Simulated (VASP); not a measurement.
Level of theory: PBE GGA, VASP's PBE PAW potentials (set 64) (plane waves; VASP 6.6.1).

A VASP calculation is set up with these files.

**INCAR**
```
SYSTEM = NiAl
PREC = Accurate; ENCUT = 300; LREAL = F
LASPH = T
EDIFF = 1E-6; NELM = 100; ALGO = Normal
LMAXMIX = 4
ISMEAR = 0; SIGMA = 0.136
GGA = PE
ISIF = 2
LWAVE = F; LCHARG = F
```

### KPOINTS
```
Automatic
0
Gamma
  6 6 6
```

File POSCAR:
```
NiAl
1
    2.8900000000     0.0000000000     0.0000000000
    0.0000000000     2.8900000000     0.0000000000
    0.0000000000     0.0000000000     2.8900000000
Al Ni
1 1
Direct
  0.5000000000   0.5000000000   0.5000000000
  0.0000000000   0.0000000000   0.0000000000
```

POTCAR, in this order: Al Ni (PBE.64 set). Program: vasp_std.

Gaps are read on the run's mesh, which can miss a band edge.

Q: What does the run give for the energy per atom (σ→0), band gap (on the k-mesh)?

A: 
| Quantity | Value |
|---|---|
| energy per atom (σ→0) | -5.257 eV/atom |
| band gap (on the k-mesh) | none (metal, semimetal or under 0.01 eV) |

### OSZICAR
```
...
DAV:   7    -0.105403452909E+02    0.32850E+01   -0.16490E+01   430   0.726E+01    0.106E+00
DAV:   8    -0.105339614674E+02    0.63838E-02   -0.40004E-01   488   0.757E+00    0.101E+00
DAV:   9    -0.105201098649E+02    0.13852E-01   -0.51407E-02   454   0.347E+00    0.155E-01
DAV:  10    -0.105198755936E+02    0.23427E-03   -0.62399E-04   428   0.297E-01    0.820E-02
DAV:  11    -0.105198602787E+02    0.15315E-04   -0.52050E-05   504   0.114E-01    0.257E-02
DAV:  12    -0.105198584761E+02    0.18026E-05   -0.44530E-06   392   0.344E-02    0.363E-03
DAV:  13    -0.105198581084E+02    0.36764E-06   -0.33490E-07   214   0.686E-03
   1 F= -.10519858E+02 E0= -.10514500E+02  d E =-.107167E-01
```

The structure is a typed NiAl crystal (Pm-3m). The cell was not relaxed at this level. The k-mesh is coarse (spacing up to 0.36 per Å, 2π included), so the numbers may not be converged in it. The run is one of a series of settings (KPOINTS 6×6×6 Γ-centred mesh against the base run), some of them coarse on purpose. The run is not spin-polarised, so no magnetic state was tried. The electron count is odd and the run is not spin-polarised, which forces a metal.
